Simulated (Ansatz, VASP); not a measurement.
# MgCl4: VASP beside Ansatz

File INCAR:

```
ALGO = Normal ; DIPOL = 0.5 0.5 0.500
EDIFF = 1E-7 ; ENCUT = 520
GGA = PE ; IDIPOL = 3
ISIF = 2 ; ISMEAR = 0
LASPH = True ; LCHARG = True
LDIPOL = True ; LELF = True
LREAL = False ; LVACPOTAV = True
LVHAR = True ; LWAVE = False
NBANDS = 23 ; NELM = 100
PREC = Accurate ; SIGMA = 0.1
```

The input KPOINTS:

```
k-points
0
Gamma
  4 4 1
```

The input POSCAR:

```
MgCl4
1.0
    3.9334830000     -3.9334830000      0.0000000000
    3.9334830000      3.9334830000      0.0000000000
    0.0000000000      0.0000000000     17.0000000000
Mg Cl
1 4
Direct
    0.0000000000      0.5000000000      0.5000000000
    0.7500000000      0.2500000000      0.5782924300
    0.2500000000      0.7500000000      0.5782924300
    0.2500000000      0.2500000000      0.4217075700
    0.7500000000      0.7500000000      0.4217075700
```

Input for Ansatz:

```yaml
crystal:
  lattice:
    - [3.933483, -3.933483, 0.0]
    - [3.933483, 3.933483, 0.0]
    - [0.0, 0.0, 17.0]
  atoms:
    - { symbol: Mg, position: [0.0, 0.5, 0.5] }
    - { symbol: Cl, position: [0.75, 0.25, 0.57829243] }
    - { symbol: Cl, position: [0.25, 0.75, 0.57829243] }
    - { symbol: Cl, position: [0.25, 0.25, 0.42170757] }
    - { symbol: Cl, position: [0.75, 0.75, 0.42170757] }
  periodic: [true, true, false]
basis:
  ecutwfc: 420
kpoints:
  mp_grid: { grid: [4, 4, 1] }
hamiltonian:
  xc: pbe
scf:
  occupations: { method: gaussian, width: 0.1 }
  lower_state_search: "off"
output:
  forces: true
  stress: true
  eigenvalues: true
```

Alike in both runs: task single point; functional PBE; k mesh 4 × 4 × 1; occupations gaussian, width 0.1 eV; no spin polarisation.

|  | VASP | Ansatz |
| --- | --- | --- |
| version | VASP 6.6.1 | Ansatz 0.2.0 |
| potentials or method | VASP PAW PBE potentials, release 64 (Mg, Cl) | scalar-relativistic, plane waves, PAW |
| plane-wave cutoff (eV) | 520 | 420 |
| valence electrons in the cell | 30 | 38 |

VASP gave:

```
gap on the k mesh at the Fermi level (eV) : none
rms of the force components (eV/Å)        : 0.074
```

Q: What did Ansatz give for the same quantities?

A: gap on the k mesh at the Fermi level (eV): none; rms of the force components (eV/Å): 0.067.

Atom by atom the forces differ by 0.009 eV/Å (rms over components). A gap of «none» marks a metal or a gap that the smearing closes. The functional is the same, so the differences come from potentials, cutoffs and numerics. The two sets of potentials don't hold the same shells in valence. Ansatz warned: «slab_cell_height_set».
